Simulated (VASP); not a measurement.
Here is the system:

```
CaB6
1.0
    4.14801     0.00000     0.00000
    0.00000     4.14801     0.00000
    0.00000     0.00000     4.14801
Ca B
1 6
Direct
  0.00000   0.00000   0.00000
  0.79840   0.50000   0.50000
  0.50000   0.20160   0.50000
  0.50000   0.79840   0.50000
  0.20160   0.50000   0.50000
  0.50000   0.50000   0.79840
  0.50000   0.50000   0.20160
```

Calculation: PBE GGA, VASP's PBE PAW potentials (set 64) (plane waves; VASP). Numerical set-up: 620 eV cut-off, 6×6×6 Γ-centred mesh, Gaussian smearing of 0.050 eV, potentials Ca_sv B.

Estimate the energy per atom (σ→0).

* **energy per atom (σ→0)**: -6.432 eV/atom

The compound is CaB6 in the cab6 structure. It was relaxed first.
